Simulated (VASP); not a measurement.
VASP runs on VSe2 (a trial cell in the 3R-MoS2 structure, space group R3m) share one base input (PBE GGA, plane waves, VASP's PBE PAW potentials (set 64)) and change the settings named in each case.

KPOINTS:
```
Regular mesh
0
G
7 7 7
0 0 0
```

**INCAR**
```
ALGO=Normal
EDIFF=1E-6
ENCUT=400
GGA=PE
ISIF=2
ISMEAR=0
ISPIN=2
LASPH=.True.
LCHARG=.False.
LMAXMIX=4
LORBIT=10
LREAL=.False.
LWAVE=.False.
MAGMOM=2.0 0.0 0.0
NELM=100
PREC=Accurate
SIGMA=0.05
SYSTEM=VSe2
```

**POSCAR**
```
VSe2
6.1186630
  0.2582743975   0.1491147658   1.0000000000
 -0.2582743975   0.1491147658   1.0000000000
  0.0000000000  -0.2982295315   1.0000000000
V Se
1 2
Cart
  0.0000000000   0.0000000000   0.0000000000
 -0.0000000000  -0.0000000000   2.2569000000
 -0.0000000000   0.0000000000   1.7430000000
```

POTCAR, in this order: V_sv Se (PBE.64 set). Program: vasp_std.

| change | electronic steps |
|---|---|
| base run | 16 |
| ALGO = Fast | 17 |
| ALGO = VeryFast | 23 |
| ALGO = All | 35 |
| ALGO = Damped | 37 |
| ALGO = Conjugate | 35 |
 The moments were started parallel, and other spin orders were not tried in this run.

Left out are runs that ran out of time, are held back, or changed the cell or the kind of run, fixed moments of cells without a moment, rows past the twelfth, gaps on odd meshes, pressures of charged cells and columns that move by less than the noise.

The structure was generated: VSe2 was put into the 3R-MoS2 type (R3m), which need not be its known phase. The cell was not relaxed at this level, forces remain on its atoms.
